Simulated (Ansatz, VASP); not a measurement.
# Be2Sn: VASP beside Ansatz

Wanted: the spread between two codes on one cell, functional and k mesh. The cell is generated by rule, not measured, and may not be a known phase. The cell is taken from a series of runs on this material, whose earlier steps may have relaxed, scaled, displaced or heated it; both programs get it as it stands.

Main program and level: Ansatz 0.2.0; plane waves, with VASP 6.6.1 beside it; relaxation of cell and atoms at PBEsol.

The structure was built from a prototype and need not be the compound's stable phase.

### Step 1. Starting point

Symmetry: P-4n2, No. 118, tetragonal system. The conventional cell has a = 4.645 Å, b = 4.645 Å, c = 6.413 Å, α = 90.00°, β = 90.00°, γ = 90.00°. Nearest to Sn lie 4 Be at 2.36 Å. Nearest to Be lie 1 Be at 2.18 Å and 2 Sn at 2.36 Å. Farther neighbours are not listed.

### Step 2. Ansatz: relaxation of cell and atoms, PBEsol

Ansatz runs on its default PAW (the set named soft_2) files.

The relaxed volume is the usual yardstick between codes: in a stiff, nearly cubic crystal its relative difference is about their pressure difference at one cell divided by the bulk modulus.

input.yaml

```yaml
crystal:
  lattice:
    - [4.6448154866, 0.0, 0.0]
    - [0.0, 4.6448154866, 0.0]
    - [0.0, 0.0, 6.4125930305]
  atoms:
    - { symbol: Sn, position: [0.0, 0.0, 0.0] }
    - { symbol: Sn, position: [0.5, 0.5, 0.5] }
    - { symbol: Be, position: [0.3339440846, 0.8339440846, 0.75] }
    - { symbol: Be, position: [0.1660559154, 0.3339440846, 0.25] }
    - { symbol: Be, position: [0.6660559154, 0.1660559154, 0.75] }
    - { symbol: Be, position: [0.8339440846, 0.6660559154, 0.25] }
kpoints:
  mp_grid: { grid: [8, 8, 6] }
hamiltonian:
  xc: pbesol
scf:
  occupations: { method: fixed }
output:
  forces: true
  stress: true
  eigenvalues: true
relax:
  adjacent_minimum: "off"
  f_tol: 0.001
  max_steps: 60
  cell: { stress_tol: 0.01 }
```

Launch:

```bash
ansatz run input.yaml --threads 8 --pin off --max-ram 14336MiB --backend cpu --events-out ev --progress --plain --runs-dir out
```

Numbers of over 12 decimals in the logs are rounded to 6 here.

The program printed:

```text
Engine: ansatz 0.2.0, aarch64-unknown-linux-gnu
Pseudopotentials: kind: paw
Pseudopotential: Sn, paw, valence charge 14, recommended cutoff 420 eV (normal), Sn.paw.azcp
Pseudopotential: Be, paw, valence charge 2, recommended cutoff 420 eV (normal), Be.paw.azcp
Functional definition: PBEsol
  exchange = pbesol_x
  correlation = pbesol_c
Crystal: 6 atoms, lattice volume = 138.347 Å³
Basis set: ecut = 420 eV, 2717 PW (Γ), exchange–correlation on 64×64×90 points (8 copies of the dense FFT grid, shifted against one another)
Bands: 24, of which v1, the nominal top of the filled ones, is band 18 counted from 1 (17 counted from 0)
Symmetry: 8 space group operations
Space group: P-4n2 (ITA 118), of the structure as read, at distance tolerance 5.2e-5 Å
k-points: 60 of 384 (time reversal used)
Non-local potential: Sn, projectors of the file, l = 0: 2, l = 1: 2, l = 2: 2, l = 3: 2
Non-local potential: Be, projectors of the file, l = 0: 2, l = 1: 2, l = 2: 1
PAW form: soft (Blöchl's): semilocal exchange-correlation on the pseudo side does not see the compensation charge
PAW frozen core: Sn, regenerated for the run's functional, and the local potential with it (the file was generated under x = pbe(κ = 0.804, μ = 0.219515), c = pbe(β = 0.066725))
PAW frozen core: Be, regenerated for the run's functional, and the local potential with it (the file was generated under x = pbe(κ = 0.804, μ = 0.219515), c = pbe(β = 0.066725))
PAW one-centre angular grid: Sn, 590 points (default); XC on 64 Gauss nodes
PAW one-centre angular grid: Be, 110 points (default); XC on 64 Gauss nodes
Initial density: superposition of atomic densities (neutral atoms: chi_scale 0, normalization atom), corrected by the library's trained network
Initial wavefunctions: pseudopotential atomic-orbital guess
Functional: x = pbesol(κ = 0.804, μ = 0.123457), c = pbesol(β = 0.046)
SCF iter   1: F=—  HF=-12254.573243 eV  |F-HF|=—  |Δ(HF+E_count)|=         —  Δρ=5.57e-3  dr2=8.14e-2  ethr=1.77e-3  ⟨swp⟩=5.2  Hψ=6476  notcnv=0  defer=226
preconditioner: auto → Resta (q_TF=auto, 2.180 Å⁻¹)  ε∞=5.6  [insulator: Δε(μ)=0.032 eV  Ē_g=5.904 eV  n_scr=28 (ndim 8)  ℏωp=12.6 eV  f_vac=0.000  ε∞_Penn≈5.6]
SCF iter   2: F=—  HF=-12254.550642 eV  |F-HF|=—  |Δ(HF+E_count)|=   2.26e-2  Δρ=2.71e-3  dr2=1.58e-2  ethr=2.26e-4  ⟨swp⟩=2.0  Hψ=2038  notcnv=0  defer=239
SCF iter   3: F=—  HF=-12254.546948 eV  |F-HF|=—  |Δ(HF+E_count)|=   3.69e-3  Δρ=7.42e-4  dr2=7.69e-4  ethr=4.38e-5  ⟨swp⟩=3.0  Hψ=2529  notcnv=0  defer=238
SCF iter   4: F=—  HF=-12254.546745 eV  |F-HF|=—  |Δ(HF+E_count)|=   2.03e-4  Δρ=2.68e-4  dr2=1.42e-4  ethr=2.14e-6  ⟨swp⟩=2.0  Hψ=2411  notcnv=0  defer=239
SCF iter   5: F=—  HF=-12254.546738 eV  |F-HF|=—  |Δ(HF+E_count)|=   6.57e-6  Δρ=8.22e-5  dr2=8.26e-6  ethr=3.93e-7  ⟨swp⟩=2.8  Hψ=2443  notcnv=0  defer=142
SCF iter   6: F=—  HF=-12254.546741 eV  |F-HF|=—  |Δ(HF+E_count)|=   2.47e-6  Δρ=1.57e-5  dr2=4.15e-7  ethr=2.30e-8  ⟨swp⟩=2.1  Hψ=2385  notcnv=0  defer=117
SCF iter   7: F=-12254.546741 eV  HF=-12254.546741 eV  |F-HF|=1.88e-8  |Δ(HF+E_count)|=   2.49e-7  Δρ=5.33e-6  dr2=3.45e-8  ethr=2.78e-10  ⟨swp⟩=12.3  Hψ=9468  notcnv=0
SCF 1 converged in 7 iterations: F = -12254.546741 eV  dr2 = 3.45e-8
  greatest PAW one-centre occupation: 0.990 electrons in one spin orbital (limit 2), on the Sn atom at site 1 (counted from 0), in its partial waves of l = 2
relax step   1: F+E_penalty+E_count = -12254.54674078 eV  Δ(F+E_penalty+E_count) = +0.000e0 eV  max|allowed force component| = 4.444e-3 eV/Å  Δτ_max = 0.0000 Å  P = -0.017 GPa  Ω = 138.347 Å³  (7 SCF iters, dr2 threshold 1.00e-7 eV, accepted)
[...]
relax step   3: F+E_penalty+E_count = -12254.54835952 eV  Δ(F+E_penalty+E_count) = -6.602e-4 eV  max|allowed force component| = 6.607e-4 eV/Å  Δτ_max = 0.0026 Å  P = +0.003 GPa  Ω = 137.602 Å³  energy of the carried Pulay correction = +8.148e-5 eV  (6 SCF iters, dr2 threshold 2.28e-8 eV, accepted)
[...]
relax step   4: F+E_penalty+E_count = -12254.54831678 eV  Δ(F+E_penalty+E_count) = +4.274e-5 eV  max|allowed force component| = 6.658e-4 eV/Å  Δτ_max = 0.0000 Å  P = +0.003 GPa  Ω = 137.602 Å³  stress off target by 5.29e-3 GPa  SCF on the basis re-selected at this cell (its energy is not comparable with the rows above)  (6 SCF iters)
basis re-selected at this cell: Δ(F+E_penalty+E_count) = +4.274e-5 eV, ΔP = -0.000 GPa vs the last step (what re-selecting the basis moved, of the pressure what is left beyond the Pulay correction that the steps carried, after the strain that the cell walked since its last selection, with what the two solves' SCF thresholds leave and, on support functions, any second-order correction that the steps lacked; it is no m [...]
SCF converged after 6 iterations
Free energy (F): -12254.548317 eV
Harris-Foulkes:  -12254.548317 eV  (|F-HF|=0.00e0)
Internal energy: -12254.548317 eV  (E = F + TS)
E sigma→0 (E₀):  -12254.548317 eV
Fermi energy:    4.478309 eV
--- Per-component energies (eV) ---
  E_band       = -311.063609
  E_kinetic    = 441.291267
  E_local      = -2722.194252  (includes V_loc(G=0)·N_el)
  E_nonlocal   = -38.968985
  E_hartree    = 1497.417871
  E_xc         = -827.262582
  E_vxc        = -264.995115  (∫ρ·V_xc dr)
  E_paw        = -8362.673261  (= ΣΔE_a)
  E_vpaw       = -721.032251  (= ΣTr[D̂ρ^β])
  E_aug_tail   = -0.000003  (compensation charges beyond the density's cutoff)
  E_ewald      = -2242.766177
  E_core_change = 0.607805  (= ΣΔE_core)
  E_smearing   = -0.000000  (= −TS)
  E_closure    = -0.000000  (closes the sum)
  Σ components = -12254.548317   (vs F -12254.548317, Δ=0.00e0)
--- Forces (eV/Å), atoms counted from 1 ---
  atom   1  Sn     0.00000000     0.00000000    -0.00000000
  atom   2  Sn    -0.00000000     0.00000000     0.00000000
  atom   3  Be    -0.00066584    -0.00066584     0.00000000
  atom   4  Be     0.00066584    -0.00066584    -0.00000000
  atom   5  Be     0.00066584     0.00066584    -0.00000000
  atom   6  Be    -0.00066584     0.00066584     0.00000000
  max |Σ_I F_I| component: 5.25e-17 eV/Å
--- Stress (GPa, compression-positive) ---
        0.005285      -0.000000       0.000000
       -0.000000       0.005285       0.000000
        0.000000       0.000000      -0.000951
  P = ⅓ Tr σ = 0.0032 GPa (0.032 kbar)
--- Band table (eV; the first three rows and the last of 60) ---
  k-point 0: bands = [... 14 lower, 2.9258, 3.5012, 4.0591, 4.4519, 4.5306, 4.6710, 4.6710, 7.2353, ... 2 higher]
  k-point 1: bands = [... 14 lower, 2.9989, 3.0660, 4.0783, 4.4783, 4.4783, 4.6557, 4.6672, 7.0188, ... 2 higher]
  k-point 2: bands = [... 14 lower, 3.2063, 3.2063, 4.0717, 4.0717, 4.1949, 4.6305, 5.1777, 6.5917, ... 2 higher]
  k-point 59: bands = [... 14 lower, 1.5236, 1.6737, 1.8502, 1.8502, 6.2080, 6.2080, 6.2780, 7.2481, ... 2 higher]
--- Relaxed structure (3 steps of the walk, 3 accepted, 1 SCFs on fresh bases) ---
  F+E_penalty+E_count = -12254.54831678 eV   max|allowed force component| = 6.658e-4 eV/Å   (the final SCF, on the basis selected at the relaxed cell)
  cell:  # Å, volume = 137.6016 Å³
    - [4.608050, 0, -4.420756816626793e-18]
    - [0, 4.608050, 0]
    - [-6.1032595231436045e-18, 0, 6.480211]
  atoms:
    - { symbol: Sn, position: [0, 0, 0] }
    - { symbol: Sn, position: [0.5, 0.5, 0.500000] }
    - { symbol: Be, position: [0.333259, 0.833259, 0.75] }
    - { symbol: Be, position: [0.166741, 0.333259, 0.250000] }
    - { symbol: Be, position: [0.666741, 0.166741, 0.75] }
    - { symbol: Be, position: [0.833259, 0.666741, 0.250000] }
```

### Step 3. VASP: relaxation of cell and atoms, PBEsol

The same cell, functional and mesh now go to VASP, with its own data sets.

Lines of VASP's logs that name or quote its potential files are left out, and so is its time.

INCAR

```
SYSTEM = Be2Sn
PREC = Accurate
ENCUT = 600
EDIFF = 1E-07
NELM = 120
ISMEAR = 0
SIGMA = 0.01
LREAL = .FALSE.
ALGO = Normal
GGA = PS
NBANDS = 24
LORBIT = 11
LWAVE = .FALSE.
LCHARG = .FALSE.
ISIF = 3
IBRION = 2
NSW = 80
EDIFFG = -0.005
LASPH = .TRUE.
GGA_COMPAT = .FALSE.
NELMIN = 4
KPAR = 2
```

POSCAR

```
Be2Sn
1.0
    4.6448150000      0.0000000000      0.0000000000
    0.0000000000      4.6448150000      0.0000000000
    0.0000000000      0.0000000000      6.4125930000
Sn Be
2 4
Direct
    0.0000000000      0.0000000000      0.0000000000
    0.5000001076      0.5000001076      0.5000000780
    0.3339441937      0.8339440860      0.7500000390
    0.1660559140      0.3339441937      0.2499999610
    0.6660560216      0.1660559140      0.7500000390
    0.8339440860      0.6660560216      0.2499999610
```

KPOINTS

```
Automatic mesh
0
Gamma
8 8 6
0 0 0
```

The projector-augmented-wave data sets are Sn_d and Be (PBE family, release 64).

Launch:

```bash
mpirun -np 2 vasp_std
```

The program printed:

```text
[banner, memory and clock lines left out]
running    2 mpi-ranks, on    1 nodes
 distrk:  each k-point on    1 cores,    2 groups
 distr:  one band on    1 cores,    1 groups

 POSCAR found type information on POSCAR SnBe
 POSCAR found :  2 types and       6 ions
|                                                                             |
|               ----> ADVICE to this user running VASP <----                  |
|                                                                             |
|     You enforced a specific xc type in the INCAR file but a different       |
|     [... a line on the potential file left out ...]
|     I HOPE YOU KNOW WHAT YOU ARE DOING!                                     |
|                                                                             |

 LDA part: xc-table for (Slater+PW92), standard interpolation
 POSCAR, INCAR and KPOINTS ok, starting setup
 FFT: planning ... GRIDC
 FFT: planning ... GRID_SOFT
 FFT: planning ... GRID
 WAVECAR not read
 entering main loop
       N       E                     dE             d eps       ncg     rms          rms(c)
DAV:   1     0.270975165936E+03    0.27098E+03   -0.18267E+04  2880   0.183E+03
DAV:   2     0.114224950210E+02   -0.25955E+03   -0.25480E+03  2904   0.447E+02
DAV:   3    -0.176285155270E+02   -0.29051E+02   -0.28711E+02  3688   0.142E+02
DAV:   4    -0.185885059862E+02   -0.95999E+00   -0.95932E+00  3368   0.290E+01
DAV:   5    -0.186234499475E+02   -0.34944E-01   -0.34943E-01  4608   0.527E+00    0.503E+00
DAV:   6    -0.182671740870E+02    0.35628E+00   -0.20786E-01  3352   0.332E+00    0.289E+00
DAV:   7    -0.181101690740E+02    0.15701E+00   -0.36996E-01  3248   0.372E+00    0.270E-01
DAV:   8    -0.181132691131E+02   -0.31000E-02   -0.25602E-02  3560   0.131E+00    0.126E-01
DAV:   9    -0.181136763772E+02   -0.40726E-03   -0.88891E-04  4208   0.186E-01    0.290E-02
DAV:  10    -0.181136944813E+02   -0.18104E-04   -0.66210E-05  3768   0.611E-02    0.914E-03
DAV:  11    -0.181136995709E+02   -0.50895E-05   -0.81575E-06  3592   0.219E-02    0.268E-03
DAV:  12    -0.181137000532E+02   -0.48228E-06   -0.85320E-07  3176   0.506E-03    0.122E-03
DAV:  13    -0.181137000001E+02    0.53057E-07   -0.15172E-07  2296   0.440E-03
   1 F= -.18113700E+02 E0= -.18113685E+02  d E =-.181137E+02
[... from here on, the cycles between the ionic steps are left out ...]
   2 F= -.18114062E+02 E0= -.18114048E+02  d E =-.362245E-03
   3 F= -.18114729E+02 E0= -.18114715E+02  d E =-.102922E-02
   4 F= -.18114302E+02 E0= -.18114287E+02  d E =-.601987E-03
   5 F= -.18114854E+02 E0= -.18114840E+02  d E =-.115437E-02
   6 F= -.18115129E+02 E0= -.18115114E+02  d E =-.274486E-03
   7 F= -.18115220E+02 E0= -.18115205E+02  d E =-.365770E-03
   8 F= -.18115290E+02 E0= -.18115276E+02  d E =-.702840E-04
 trial-energy change:   -0.000070  1 .order   -0.000074   -0.000297    0.000149
 step:   1.5326(harm=  1.5585)  dis= 0.00133  next Energy=   -18.115316 (dE=-0.961E-04)
 bond charge predicted
       N       E                     dE             d eps       ncg     rms          rms(c)
DAV:   1    -0.181155694442E+02   -0.27903E-03   -0.68499E-03  3400   0.909E-01    0.842E-02
DAV:   2    -0.181153736688E+02    0.19578E-03   -0.47522E-04  3464   0.280E-01    0.432E-02
DAV:   3    -0.181153173389E+02    0.56330E-04   -0.16555E-04  3488   0.148E-01    0.942E-03
DAV:   4    -0.181153165001E+02    0.83877E-06   -0.21472E-05  3504   0.465E-02    0.301E-03
DAV:   5    -0.181153164071E+02    0.93000E-07   -0.17497E-06  3920   0.118E-02    0.173E-03
DAV:   6    -0.181153165355E+02   -0.12836E-06   -0.16432E-07  1864   0.541E-03    0.646E-04
DAV:   7    -0.181153165547E+02   -0.19177E-07   -0.52059E-08  1648   0.283E-03
   9 F= -.18115317E+02 E0= -.18115302E+02  d E =-.964122E-04
 curvature:  -1.54 expect dE=-0.109E-06 dE for cont linesearch -0.549E-07
 trial: gam=-0.01577 g(F)=  0.549E-07 g(S)=  0.157E-07 ort = 0.299E-05 (trialstep = 0.218E+01)
 search vector abs. value=  0.389E-07
 reached required accuracy - stopping structural energy minimisation
```

(Continued in part 2 of 2.)

[Lines on the potential files, build, host, timing and source positions are cut from VASP's logs without a mark.]

[Logs are printed without paths, hosts, clocks, repeated set-up lines and the standing remarks that a program may print on its own settings, such as how far it seeks lower states.]

[Hosts, paths, dates, database ids (printed as entryN), source tags and the programs' standing remarks are cut or masked in the printed files.]
